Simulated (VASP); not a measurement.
A run of VASP 6.6.1 is set up as follows.

Contents of INCAR:

```
SYSTEM = Ga3Sb
  ALGO = Normal
  EDIFF = 1E-7
  EDIFFG = -0.02
  ENCUT = 520
  GGA = PS
  IBRION = 2
  ISIF = 2
  ISMEAR = 1
  LASPH = .True.
  LCHARG = .False.
  LREAL = .False.
  LWAVE = .False.
  NELM = 100
  NSW = 40
  PREC = Accurate
  SIGMA = 0.2
```

File KPOINTS:

```
k-points
0
Gamma
  8 6 4
  0 0 0
```

Contents of POSCAR:

```
Ga3Sb
1.0
    3.2217817800      0.0000000000      0.0000000000
    0.0000000000      4.5043062500      0.0000000000
    0.0000000000      0.0000000000      6.3136814600
Ga Sb
3 1
Direct
    0.0000000000      0.0000000000      0.5000000000
    0.5000000000      0.5000000000      0.7539245500
    0.5000000000      0.5000000000      0.2460754500
    0.0000000000      0.0000000000      0.0000000000
```

Potentials or basis: VASP PAW PBE potentials, release 64 (Ga_d, Sb).

Command:

```console
$ cat potpaw_PBE.64/Ga_d/POTCAR potpaw_PBE.64/Sb/POTCAR > POTCAR
$ mpirun -np 1 vasp_std > vasp.out
```

(1) What does it give for the energy gained by relaxing?

(2) What does it give for the band gap on the k mesh?

Results:

(1) 11.2 meV/atom.

(2) none (metal or under the smearing width).
